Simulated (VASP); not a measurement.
Level of theory: LDA (Ceperley-Alder, Perdew-Zunger), VASP's LDA PAW potentials (set 64) (plane waves; VASP).

The input files of a VASP run:

INCAR:
```
# general
SYSTEM  =  Si
PREC    =  Accurate
ENCUT   =  400
LREAL   =  .FALSE.
LASPH   =  .TRUE.

# electronic loop
EDIFF   =  1E-7
NELM    =  100
ALGO    =  Normal

# smearing
ISMEAR  =  -5

# ions
ISIF    =  2

# output
LWAVE   =  .FALSE.
LCHARG  =  .TRUE.
LORBIT  =  11
NEDOS   =  601
```

**KPOINTS**
```
Automatic mesh
0
Gamma
18 18 18
0 0 0
```

**POSCAR**
```
Si
2.3716590
 -1.0000001504   1.0000001504   0.5556248301
  1.0000001504  -1.0000001504   0.5556248301
  1.0000001504   1.0000001504  -0.5556248301
Si
2
direct
  0.2500000000   0.7500000000   0.5000000000
  0.5000000000   0.5000000000   0.0000000000
```

POTCAR, in this order: Si (LDA.64 set). Program: vasp_std.

What VASP printed:

**OSZICAR**
```
       N       E                     dE             d eps       ncg     rms          rms(c)
DAV:   1     0.118929612442E+01    0.11893E+01   -0.30032E+03  7744   0.677E+02
DAV:   2    -0.113931941093E+02   -0.12582E+02   -0.12287E+02 11432   0.693E+01
DAV:   3    -0.115369338537E+02   -0.14374E+00   -0.14274E+00 10480   0.917E+00
DAV:   4    -0.115374456954E+02   -0.51184E-03   -0.51220E-03 11944   0.480E-01
DAV:   5    -0.115374463729E+02   -0.67750E-06   -0.69887E-06 10672   0.107E-02    0.442E+00
DAV:   6    -0.115151323410E+02    0.22314E-01   -0.48857E-03 10520   0.424E-01    0.254E+00
DAV:   7    -0.115019375290E+02    0.13195E-01   -0.10018E-02 10312   0.630E-01    0.182E-01
DAV:   8    -0.115018248039E+02    0.11273E-03   -0.54897E-04 10096   0.169E-01    0.275E-02
DAV:   9    -0.115018247356E+02    0.68283E-07   -0.11048E-05 11936   0.270E-02    0.149E-02
DAV:  10    -0.115018268373E+02   -0.21017E-05   -0.17443E-06 11104   0.824E-03    0.188E-03
DAV:  11    -0.115018268829E+02   -0.45630E-07   -0.77338E-08  5864   0.238E-03
   1 F= -.11501827E+02 E0= -.11501827E+02  d E =0.000000E+00
```

**OUTCAR**
```
------------------------ aborting loop because EDIFF is reached ----------------------------------------
  FORCE on cell =-STRESS in cart. coord.  units (eV):
  Direction    XX          YY          ZZ          XY          YZ          ZX
  --------------------------------------------------------------------------------------
  Total        0.0672149      0.0672149     -0.0882372      0.0000000     -0.0000000      0.0000000
  in kB        3.6322683      3.6322683     -4.7683039      0.0000000     -0.0000000      0.0000000
  external PRESSURE =       0.8320775 kB  Pullay stress =       0.0000000 kB
  volume of cell :       29.65
      direct lattice vectors                 reciprocal lattice vectors
    -2.371659357  2.371659357  1.317752629     0.000000000  0.210822856  0.379433885
     2.371659357 -2.371659357  1.317752629     0.210822856  0.000000000  0.379433885
     2.371659357  2.371659357 -1.317752629     0.210822856  0.210822856  0.000000000
 POSITION                                       TOTAL-FORCE (eV/Angst)
 -----------------------------------------------------------------------------------
      2.37166      0.00000      0.65888        -0.000000     -0.000000     -0.000000
      0.00000      0.00000      1.31775         0.000000      0.000000      0.000000
 -----------------------------------------------------------------------------------
    total drift:                               -0.000000      0.000000     -0.000000
  FREE ENERGIE OF THE ION-ELECTRON SYSTEM (eV)
  ---------------------------------------------------
  free  energy   TOTEN  =       -11.5018268829 eV

  energy  without entropy=      -11.5018268829  energy(sigma->0) =      -11.50182688

 total charge

# of ion       s       p       d       tot
------------------------------------------
    1        0.798   0.842   0.000   1.640
    2        0.798   0.842   0.000   1.640
--------------------------------------------------
tot          1.596   1.684   0.000   3.279
```
(Selected blocks of OUTCAR.)

**OUTCAR**
```
 val. band max:        9.4812264706   @ k =  -0.1667  -0.4444   0.0556

 cond. band min:       9.3969452986   @ k =   0.2778   0.1111   0.0000


 Fermi energy:         9.4663120274

 k-point     1 :       0.0000    0.0000    0.0000
  band No.  band energies     occupation
      1      -4.4656      2.00000
      2       6.9766      2.00000
      3       6.9766      2.00000
      4       7.5845      2.00000
      5      10.9914      0.00000
      6      17.0701      0.00000
      7      18.5183      0.00000
      8      18.5184      0.00000

 k-point     2 :       0.0556    0.0000    0.0000
  band No.  band energies     occupation
      1      -4.3820      2.00000
      2       6.6276      2.00000
      3       6.9342      2.00000
      4       8.0755      2.00202
      5      11.1867      0.00000
      6      16.5232      0.00000
      7      17.4990      0.00000
      8      18.3973      0.00000

 k-point     3 :       0.1111    0.0000    0.0000
  band No.  band energies     occupation
      1      -4.1316      2.00000
      2       6.2221      2.00000
      3       6.8417      2.00000
      4       8.8961      2.03181
      5      11.7332      0.00000
      6      15.2925      0.00000
      7      15.8029      0.00000
      8      17.6410      0.00000

 k-point     4 :       0.1667   -0.0000    0.0000
  band No.  band energies     occupation
      1      -3.7151      2.00000
      2       5.9474      2.00000
      3       6.7654      2.00000
      4       9.8000      0.18701
      5      12.5403      0.00000
      6      13.5894      0.00000
      7      14.2899      0.00000
      8      16.7173      0.00000

 k-point     5 :       0.2222   -0.0000    0.0000
  band No.  band energies     occupation
      1      -3.1339      2.00000
      2       5.8173      2.00000
      3       6.7569      2.00000
      4      10.2956     -0.10427
      5      12.1836      0.00000
      6      12.9696      0.00000
      7      13.4196      0.00000
...
```

For a metal the tetrahedron method with Blöchl corrections gives inexact stress and forces.

The structure comes from a computed database's Si entry (I4_1/amd); how it stands against other phases isn't given here. It was relaxed first.
